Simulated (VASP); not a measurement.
VASP input:

**INCAR**
```
ALGO=Normal
EDIFF=1E-6
ENCUT=400
GGA=PE
ISIF=2
ISMEAR=1
LASPH=.TRUE.
LCHARG=.FALSE.
LDAU=.TRUE.
LDAUJ=0 0
LDAUL=-1 2
LDAUPRINT=1
LDAUTYPE=2
LDAUU=0 4.0
LMAXMIX=4
LORBIT=10
LREAL=.FALSE.
LWAVE=.FALSE.
NELM=100
PREC=Accurate
SIGMA=0.1
SYSTEM=FeAl
```

File POSCAR:
```
FeAl
2.9102120
  1.0000000000   0.0000000000   0.0000000000
  0.0000000000   0.9801505870   0.0000000000
  0.0000000000   0.0000000000   0.9954604682
Al Fe
1 1
Direct
  0.5000000000   0.5000000000   0.5000000000
  0.0093600000   0.0000000000   0.0000000000
```

File KPOINTS:
```
Automatic mesh
0
Gamma
11 12 11
0 0 0
```

POTCAR, in this order: Al Fe (PBE.64 set). Program: vasp_std.

Question: Translate this PBE+U calculation to Ansatz.

Answer: One equivalent input (not run):
Ansatz 0.2 input:
```yaml
crystal:
  lattice:
    - [2.9102120, 0.0000000, 0.0000000]
    - [0.0000000, 2.8524460, 0.0000000]
    - [0.0000000, 0.0000000, 2.8970010]
  atoms:
    - { symbol: Al, position: [0.5000000, 0.5000000, 0.5000000] }
    - { symbol: Fe, position: [0.0093600, 0.0000000, 0.0000000] }
kpoints:
  mp_grid: { grid: [11, 12, 11] }
hamiltonian:
  xc: pbe
  pseudopotentials: { kind: paw }
  hubbard:
    sites:
      - { species: Fe, l: d, u_eff: 4 }
scf:
  occupations: { method: methfessel_paxton, width: 0.1 }
  max_iter: 100
output: { forces: true, stress: true, eigenvalues: true }
```
What does not carry over: each code has its own PAW files, so the cut-off isn't converted (ENCUT is set for VASP's; basis.ecutwfc is left out, and Ansatz then takes the one that its files recommend); Ansatz stops its SCF on the density residual and VASP on the energy change (EDIFF); the +U projectors differ, so the same U acts differently.

The compound is FeAl in the CsCl type structure. The cell was not relaxed at this level, atoms are displaced from their ideal sites. The run is one of a series of settings (LDAU = .TRUE., LDAUJ = 0 0, LDAUL = -1 2, LDAUTYPE = 2, LDAUU = 0 4.0 against the base run), some of them coarse on purpose.
